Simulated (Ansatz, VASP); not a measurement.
# Cross-check of Ba3Ca4Si9O25 (glassy 56SiO2-19BaO-25CaO (mol %)) between VASP and Ansatz, part 2 of 3

One calculation is typed for both programs; each brings its own data sets. How far apart do they land? Of the first pair: The structure shown is the start of the Ansatz relaxation below; VASP solves that cell, so the two are compared at the walk's first step.

VASP 6.6.1 and Ansatz 0.2.0.

So far: Starting point; Ansatz: relaxation, revPBE.

## Step 3: VASP: single point, revPBE, start cell, pair 1

Level of this step: revPBE; plane waves and PAW (Si, Ba_sv, Ca_sv, O) (VASP).

The same cell, functional and mesh now go to VASP, with its own data sets.

Lines of VASP's logs that name or quote its potential files are left out, and so is its time.

File INCAR:

```
SYSTEM = Ba3Ca4Si9O25
PREC = Accurate
ENCUT = 520
EDIFF = 1E-06
NELM = 120
ISMEAR = 0
SIGMA = 0.01
LREAL = Auto
ALGO = Normal
GGA = RE
NBANDS = 320
LORBIT = 11
LWAVE = .FALSE.
LCHARG = .FALSE.
ISIF = 2
LASPH = .TRUE.
GGA_COMPAT = .FALSE.
EFERMI = MIDGAP
NCORE = 2
```

File POSCAR:

```
Ba3Ca4Si9O25
1.0
   10.6757300000      0.0000000000      0.0000000000
    0.0000000000     10.6757300000      0.0000000000
    0.0000000000      0.0000000000     10.6757300000
Si Ba Ca O
18 6 8 50
Direct
    0.1639138495      0.8241965655      0.7493164402
    0.8132371276      0.0664685225      0.8021746522
    0.4676776202      0.0680140843      0.7455415227
    0.6249408706      0.3334479235      0.4846600654
    0.6510936489      0.3134024559      0.2021126424
    0.3957855809      0.6623996673      0.6888334568
    0.4036538953      0.6718135434      0.0829826157
    0.0035313744      0.7130004225      0.3705133045
    0.6270671888      0.8829185451      0.3007944187
    0.3325205864      0.9266438923      0.9530495807
    0.2565819855      0.5947602646      0.3175614220
    0.2040609869      0.1950217924      0.6757102325
    0.6663525586      0.0479779837      0.5446934308
    0.9013341476      0.1908721933      0.2805709773
    0.1132943602      0.3708317839      0.1879590436
    0.8957326572      0.6857704344      0.7935944427
    0.0675832004      0.9640933220      0.2585209630
    0.3386559982      0.4150067490      0.5417147118
    0.0914035855      0.6489204954      0.0295717483
    0.6697621615      0.6420825555      0.5287881953
    0.3766393493      0.3175239539      0.9720178386
    0.1058569297      0.1149054912      0.9872299131
    0.6652940829      0.4195778649      0.8297137526
    0.9738818797      0.3774261807      0.5387547268
    0.5864235982      0.0603893130      0.0515655604
    0.9672874829      0.9797362803      0.5629591606
    0.8733454293      0.9039007169      0.0377772761
    0.7293927441      0.6298679341      0.1454701458
    0.3676095218      0.1135285362      0.2463812779
    0.9952668342      0.3695391322      0.8504430142
    0.6326312112      0.7896602855      0.8710317702
    0.3088781751      0.8902623052      0.4505078341
    0.3328390658      0.5595495577      0.0101164042
    0.2009323953      0.2771145392      0.8081133562
    0.8492440330      0.7072303252      0.9450313936
    0.0942886341      0.8852509383      0.1402527040
    0.5450493784      0.0150996700      0.6275636420
    0.1589212166      0.5074313419      0.2314595817
    0.7709168366      0.2200505258      0.2082480542
    0.1468377338      0.8798086876      0.6126232117
    0.5287507271      0.6424291360      0.7565665299
    0.5140444728      0.1848772871      0.8081133562
    0.5307552739      0.2284714956      0.1775803622
    0.8050409668      0.7618495410      0.7103776510
    0.7191077331      0.9905739467      0.8886418072
    0.3445291329      0.5245823939      0.6467192407
    0.4795362940      0.3693611584      0.5305117308
    0.9379311766      0.6639639631      0.2368175291
    0.4903364922      0.9438417794      0.3089718455
    0.6881215617      0.9480194797      0.4322702054
    0.3260104930      0.1038523829      0.6927207788
    0.1817205943      0.0152589097      0.3261322645
    0.9682616552      0.0723229231      0.2020564402
    0.9998754184      0.3059743924      0.2761591011
    0.7734084695      0.0469101410      0.6527516151
    0.6631958658      0.4145758651      0.0986255741
    0.2431964840      0.3020870704      0.5702186174
    0.2286869376      0.2792689587      0.1947407812
    0.3445010318      0.8070736146      0.0428261112
    0.9435233000      0.9989106131      0.8433615312
    0.6376425781      0.7372329574      0.3100958904
    0.6949969698      0.9246299785      0.1748264521
    0.4513508678      0.9534804646      0.8502182052
    0.3369137286      0.0521463169      0.0317355347
    0.4127305580      0.7399493992      0.5686917897
    0.8909835674      0.1505377150      0.4192125503
    0.0409433360      0.7414106576      0.7915992630
    0.8340787937      0.2091941254      0.8488412502
    0.2133437245      0.9177826715      0.8638004146
    0.3038387070      0.4977083534      0.4202054567
    0.2782104830      0.7279033846      0.7599292976
    0.7225267031      0.3969283599      0.5701062129
    0.9851316959      0.8724180923      0.3567437543
    0.0605953879      0.3731360759      0.0463574856
    0.3582424808      0.6445835554      0.2249401212
    0.8968473350      0.5413493972      0.7792816042
    0.6518804803      0.3709629224      0.3393397922
    0.6351415781      0.1795006056      0.4891468780
    0.1654594112      0.7001675764      0.3719089936
    0.5475784794      0.6786140152      0.0412524483
    0.0714143201      0.1460883705      0.6433096378
    0.9597095468      0.6375208065      0.4843415860
```

File KPOINTS:

```
Automatic mesh
0
Gamma
1 1 1
0 0 0
```

PAW data sets: Si, Ba_sv, Ca_sv and O (PBE family, release 64).

Run with:

```
$ mpirun -np 8 vasp_gam
```

Numbers of over 12 decimals in the logs are rounded to 6 here.

What it wrote:

```text
[banner, memory and clock lines left out]
running    8 mpi-ranks, on    1 nodes
[...]
|                                                                             |
|               ----> ADVICE to this user running VASP <----                  |
|                                                                             |
|     You enforced a specific xc type in the INCAR file but a different       |
|     [... a line on the potential file left out ...]
|     I HOPE YOU KNOW WHAT YOU ARE DOING!                                     |
|                                                                             |

 LDA part: xc-table for (Slater+PW92), standard interpolation
 POSCAR, INCAR and KPOINTS ok, starting setup
[...]
entering main loop
       N       E                     dE             d eps       ncg     rms          rms(c)
DAV:   1     0.591273421420E+04    0.59127E+04   -0.29775E+05   640   0.161E+03
DAV:   2    -0.563367477458E+02   -0.59691E+04   -0.57421E+04   800   0.428E+02
DAV:   3    -0.638052932876E+03   -0.58172E+03   -0.57781E+03   760   0.146E+02
DAV:   4    -0.665177531381E+03   -0.27125E+02   -0.27018E+02   856   0.275E+01
[...]
DAV:  19    -0.575914262186E+03   -0.10474E-05   -0.71281E-06   704   0.705E-03    0.569E-03
DAV:  20    -0.575914263615E+03   -0.14291E-05   -0.50718E-06   608   0.503E-03    0.310E-03
DAV:  21    -0.575914263859E+03   -0.24350E-06   -0.65343E-07   488   0.191E-03
   1 F= -.57591426E+03 E0= -.57591426E+03  d E =0.000000E+00
```

From OUTCAR (step 3):

```text
  Total       53.8596616     59.9151477     53.3253424      0.5504539     -2.3805766     -2.5333999
  in kB       70.9220790     78.8959067     70.2184907      0.7248344     -3.1347290     -3.3359657
  external PRESSURE =      73.3454921 kB  Pullay stress =       0.0000000 kB

 POSITION                                       TOTAL-FORCE (eV/Angst)
 -----------------------------------------------------------------------------------
      1.74990      8.79890      7.99950        -0.202020     -0.526869     -0.880714
      8.68190      0.70960      8.56380         1.755166      0.261434      0.831290
      4.99280      0.72610      7.95920        -2.506393     -2.318031     -1.929449
      6.67170      3.55980      5.17410        -1.946410     -2.811553     -1.069195
      6.95090      3.34580      2.15770         0.252091     -0.951666     -0.102963
      4.22530      7.07160      7.35380        -0.817602     -0.715243      0.408718
[...]
9.62240      2.03770      2.99530        -0.035631     -1.141009     -0.663489
      1.20950      3.95890      2.00660        -0.393496     -1.326620      0.159770
      9.56260      7.32110      8.47220         0.701738      2.839671      1.875358
      0.72150     10.29240      2.75990        -3.209742     -1.293505      0.567051
      3.61540      4.43050      5.78320         0.278943      2.378473      0.736222
      0.97580      6.92770      0.31570         0.546134      0.329232      0.826605
      7.15020      6.85470      5.64520         0.231442      1.250983     -0.081821
[...]
-----------------------------------------------------------------------------------
    total drift:                               -0.004185     -0.021177      0.017189

  FREE ENERGIE OF THE ION-ELECTRON SYSTEM (eV)
  ---------------------------------------------------
  free  energy   TOTEN  =      -575.9142638589 eV

  energy  without entropy=     -575.9142638589  energy(sigma->0) =     -575.91426386

[... 3 further parts left out ...]
[key lines of the parts left out:]
E-fermi :   4.1688
```

Harder data sets than Ba_sv exist (the GW ones), and pressures, volumes and forces can shift noticeably with them.

## Step 4: Comparison

Known differences besides the potentials themselves: fixed occupations in Ansatz, narrow Gaussian smearing in VASP; the cutoff is 420 eV in Ansatz and 520 eV in VASP (PREC = Accurate, projectors in real space); Ansatz makes its cores anew for this functional, VASP keeps those of its PBE data sets. Total energies have different zeros and are not compared.

Forces on 10 of the 82 atoms, those with the largest forces and the largest differences (eV/Å; atoms numbered as in POSCAR):

```tsv
atom	Ansatz x, y, z	VASP x, y, z
Si3	-2.490, -2.270, -1.903	-2.506, -2.318, -1.929
Si8	-0.021, 0.746, -4.020	0.017, 0.794, -4.031
Ba21	-0.617, 1.395, 0.589	-0.553, 1.430, 0.656
O34	-1.043, 0.192, 0.352	-1.091, 0.203, 0.253
O36	-0.046, -1.426, -3.819	-0.031, -1.447, -3.837
O42	2.555, 4.790, 3.150	2.606, 4.764, 3.109
O52	3.946, 1.825, 2.262	3.936, 1.851, 2.265
O61	0.412, -2.735, 0.621	0.389, -2.703, 0.523
O65	1.031, 2.225, -3.639	1.021, 2.254, -3.680
O76	0.397, -4.739, -0.467	0.423, -4.727, -0.479
```

The forces differ by 30 meV/Å r.m.s., which is 2.2 % of the r.m.s. force of 1.379 eV/Å (both taken over all components).

## Step 5: Ansatz: relaxation, revPBE

This run makes the geometry at which the two programs are then compared. The cell compared in this pair holds 1271.82 Å³, against 1216.73 Å³ for the pair before.

The structure compared here is the end of the Ansatz relaxation.

File input.yaml:

```yaml
crystal:
  lattice:
    - [10.67573, 0.0, 0.0]
    - [0.0, 10.67573, 0.0]
    - [0.0, 0.0, 10.67573]
  atoms:
    - { symbol: Si, position: [0.16391, 0.8242, 0.74932] }
    - { symbol: Si, position: [0.81324, 0.06647, 0.80217] }
    - { symbol: Si, position: [0.46768, 0.06801, 0.74554] }
    - { symbol: Si, position: [0.62494, 0.33345, 0.48466] }
    - { symbol: Si, position: [0.65109, 0.3134, 0.20211] }
    - { symbol: Si, position: [0.39579, 0.6624, 0.68883] }
    - { symbol: Si, position: [0.40365, 0.67181, 0.08298] }
    - { symbol: Si, position: [0.00353, 0.713, 0.37051] }
    - { symbol: Si, position: [0.62707, 0.88292, 0.30079] }
    - { symbol: Si, position: [0.33252, 0.92664, 0.95305] }
    - { symbol: Si, position: [0.25658, 0.59476, 0.31756] }
    - { symbol: Si, position: [0.20406, 0.19502, 0.67571] }
    - { symbol: Si, position: [0.66635, 0.04798, 0.54469] }
    - { symbol: Si, position: [0.90133, 0.19087, 0.28057] }
    - { symbol: Si, position: [0.11329, 0.37083, 0.18796] }
    - { symbol: Si, position: [0.89573, 0.68577, 0.79359] }
    - { symbol: Si, position: [0.06758, 0.96409, 0.25852] }
    - { symbol: Si, position: [0.33866, 0.41501, 0.54171] }
    - { symbol: Ba, position: [0.0914, 0.64892, 0.02957] }
    - { symbol: Ba, position: [0.66976, 0.64208, 0.52879] }
    - { symbol: Ba, position: [0.37664, 0.31752, 0.97202] }
    - { symbol: Ba, position: [0.10586, 0.11491, 0.98723] }
    - { symbol: Ba, position: [0.66529, 0.41958, 0.82971] }
    - { symbol: Ba, position: [0.97388, 0.37743, 0.53875] }
    - { symbol: Ca, position: [0.58642, 0.06039, 0.05157] }
    - { symbol: Ca, position: [0.96729, 0.97974, 0.56296] }
    - { symbol: Ca, position: [0.87335, 0.9039, 0.03778] }
    - { symbol: Ca, position: [0.72939, 0.62987, 0.14547] }
    - { symbol: Ca, position: [0.36761, 0.11353, 0.24638] }
    - { symbol: Ca, position: [0.99527, 0.36954, 0.85044] }
    - { symbol: Ca, position: [0.63263, 0.78966, 0.87103] }
    - { symbol: Ca, position: [0.30888, 0.89026, 0.45051] }
    - { symbol: O, position: [0.33284, 0.55955, 0.01012] }
    - { symbol: O, position: [0.20093, 0.27711, 0.80811] }
    - { symbol: O, position: [0.84924, 0.70723, 0.94503] }
    - { symbol: O, position: [0.09429, 0.88525, 0.14025] }
    - { symbol: O, position: [0.54505, 0.0151, 0.62756] }
    - { symbol: O, position: [0.15892, 0.50743, 0.23146] }
    - { symbol: O, position: [0.77092, 0.22005, 0.20825] }
    - { symbol: O, position: [0.14684, 0.87981, 0.61262] }
    - { symbol: O, position: [0.52875, 0.64243, 0.75657] }
    - { symbol: O, position: [0.51404, 0.18488, 0.80811] }
    - { symbol: O, position: [0.53076, 0.22847, 0.17758] }
    - { symbol: O, position: [0.80504, 0.76185, 0.71038] }
    - { symbol: O, position: [0.71911, 0.99057, 0.88864] }
    - { symbol: O, position: [0.34453, 0.52458, 0.64672] }
    - { symbol: O, position: [0.47954, 0.36936, 0.53051] }
    - { symbol: O, position: [0.93793, 0.66396, 0.23682] }
    - { symbol: O, position: [0.49034, 0.94384, 0.30897] }
    - { symbol: O, position: [0.68812, 0.94802, 0.43227] }
    - { symbol: O, position: [0.32601, 0.10385, 0.69272] }
    - { symbol: O, position: [0.18172, 0.01526, 0.32613] }
    - { symbol: O, position: [0.96826, 0.07232, 0.20206] }
    - { symbol: O, position: [0.99988, 0.30597, 0.27616] }
    - { symbol: O, position: [0.77341, 0.04691, 0.65275] }
    - { symbol: O, position: [0.6632, 0.41458, 0.09863] }
    - { symbol: O, position: [0.2432, 0.30209, 0.57022] }
    - { symbol: O, position: [0.22869, 0.27927, 0.19474] }
    - { symbol: O, position: [0.3445, 0.80707, 0.04283] }
    - { symbol: O, position: [0.94352, 0.99891, 0.84336] }
    - { symbol: O, position: [0.63764, 0.73723, 0.3101] }
    - { symbol: O, position: [0.695, 0.92463, 0.17483] }
    - { symbol: O, position: [0.45135, 0.95348, 0.85022] }
    - { symbol: O, position: [0.33691, 0.05215, 0.03174] }
    - { symbol: O, position: [0.41273, 0.73995, 0.56869] }
    - { symbol: O, position: [0.89098, 0.15054, 0.41921] }
    - { symbol: O, position: [0.04094, 0.74141, 0.7916] }
    - { symbol: O, position: [0.83408, 0.20919, 0.84884] }
    - { symbol: O, position: [0.21334, 0.91778, 0.8638] }
    - { symbol: O, position: [0.30384, 0.49771, 0.42021] }
    - { symbol: O, position: [0.27821, 0.7279, 0.75993] }
    - { symbol: O, position: [0.72253, 0.39693, 0.57011] }
    - { symbol: O, position: [0.98513, 0.87242, 0.35674] }
    - { symbol: O, position: [0.0606, 0.37314, 0.04636] }
    - { symbol: O, position: [0.35824, 0.64458, 0.22494] }
    - { symbol: O, position: [0.89685, 0.54135, 0.77928] }
    - { symbol: O, position: [0.65188, 0.37096, 0.33934] }
    - { symbol: O, position: [0.63514, 0.1795, 0.48915] }
    - { symbol: O, position: [0.16546, 0.70017, 0.37191] }
    - { symbol: O, position: [0.54758, 0.67861, 0.04125] }
    - { symbol: O, position: [0.07141, 0.14609, 0.64331] }
    - { symbol: O, position: [0.95971, 0.63752, 0.48434] }
kpoints:
  mp_grid: { grid: [1, 1, 1] }
hamiltonian:
  xc: revpbe
scf:
  occupations: { method: fixed }
output:
  forces: true
relax:
  f_tol: 0.03
  max_steps: 200
  cell: {}
```

Run with:

```
$ ansatz run input.yaml --threads 4 --pin off --max-ram 8192MiB --backend cpu --events-out ev --progress --plain --runs-dir out
```

What it wrote:

```text
[...]
Crystal: 82 atoms, lattice volume = 1216.726 Å³
Basis set: ecut = 420 eV, 23847 PW (Γ), exchange–correlation on 144×144×144 points (8 copies of the dense FFT grid, shifted against one another)
Bands: 338, of which v1, the nominal top of the filled ones, is band 256 counted from 1 (255 counted from 0)
Symmetry: 1 space group operations
[...]
k-points: 1
[...]
- { symbol: O, position: [0.848545, 0.721700, 0.962129] }
    - { symbol: O, position: [0.061864, 0.883729, 0.124808] }
    - { symbol: O, position: [0.521078, 0.033292, 0.637839] }
    - { symbol: O, position: [0.167955, 0.470055, 0.247565] }
    - { symbol: O, position: [0.776510, 0.211293, 0.184578] }
    - { symbol: O, position: [0.157672, 0.868818, 0.620099] }
[...]
- { symbol: O, position: [0.148433, 0.687575, 0.333874] }
    - { symbol: O, position: [0.565270, 0.676775, 0.072754] }
    - { symbol: O, position: [0.100197, 0.184026, 0.589389] }
    - { symbol: O, position: [0.937983, 0.620090, 0.467312] }
[key lines of the parts left out:]
P = ⅓ Tr σ = 0.0090 GPa (0.090 kbar)
```

[end of part 2 of 3]

[Lines on the potential files, build, host, timing and source positions are cut from VASP's logs without a mark.]

[Logs are printed without paths, hosts, clocks, repeated set-up lines and the standing remarks that a program may print on its own settings, such as how far it seeks lower states.]

[Hosts, paths, dates, database ids (printed as entryN), source tags and the programs' standing remarks are cut or masked in the printed files.]
